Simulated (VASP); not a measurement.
An input for Ansatz (written as the equivalent of a VASP run, and not itself run):

Ansatz 0.2 input:
```yaml
crystal:
  lattice:
    - [0.0000000, 2.2525307, 2.2525307]
    - [2.2525307, 0.0000000, 2.2525307]
    - [2.2525307, 2.2525307, 0.0000000]
  atoms:
    - { symbol: Hf, position: [0.0000000, 0.0000000, 0.0000000] }
    - { symbol: N, position: [0.5000000, 0.5000000, 0.5000000] }
kpoints:
  mp_grid: { grid: [14, 14, 14] }
hamiltonian:
  xc: r2scan
  dispersion: rvv10
  pseudopotentials: { kind: paw }
scf:
  occupations: { method: methfessel_paxton, width: 0.1 }
  max_iter: 100
output: { forces: true, stress: true, eigenvalues: true }
```

Problem. Write the VASP files for the same calculation (r2SCAN+rVV10).

Solution. One answer among several that fit: 
**INCAR**
```
# general
SYSTEM  =HfN
PREC    =Accurate
ENCUT   =520   # plane-wave cut-off (eV)
LREAL   =F
LASPH   =T   # aspherical one-centre terms

# electronic loop
EDIFF   =1E-7
NELM    =100
ALGO    =Normal   # blocked Davidson
LMAXMIX =6   # l cut-off of mixed one-centre charges
LMIXTAU =T

# smearing
ISMEAR  =1   # Methfessel-Paxton
SIGMA   =0.1   # width (eV)

# functional
METAGGA =R2SCAN
LUSE_VDW=T
BPARAM  =11.95
CPARAM  =0.0093

# ions
ISIF    =2   # forces and stress, cell fixed

# output
LWAVE   =F
LCHARG  =F
```

### POSCAR
```
HfN
1
    0.0000000000     2.2525306853     2.2525306853
    2.2525306853     0.0000000000     2.2525306853
    2.2525306853     2.2525306853     0.0000000000
Hf N
1 1
Direct
  0.0000000000   0.0000000000   0.0000000000
  0.5000000000   0.5000000000   0.5000000000
```

File KPOINTS:
```
Regular mesh
0
gamma
 14 14 14
0 0 0
```

POTCAR, in this order: Hf_pv N (PBE.64 set). Program: vasp_std.

What does not carry over: each code has its own PAW files, so the cut-off isn't converted (ENCUT is set for VASP's; basis.ecutwfc is left out, and Ansatz then takes the one that its files recommend); Ansatz stops its SCF on the density residual and VASP on the energy change (EDIFF).

The compound is HfN in the rock salt structure. It was relaxed first.
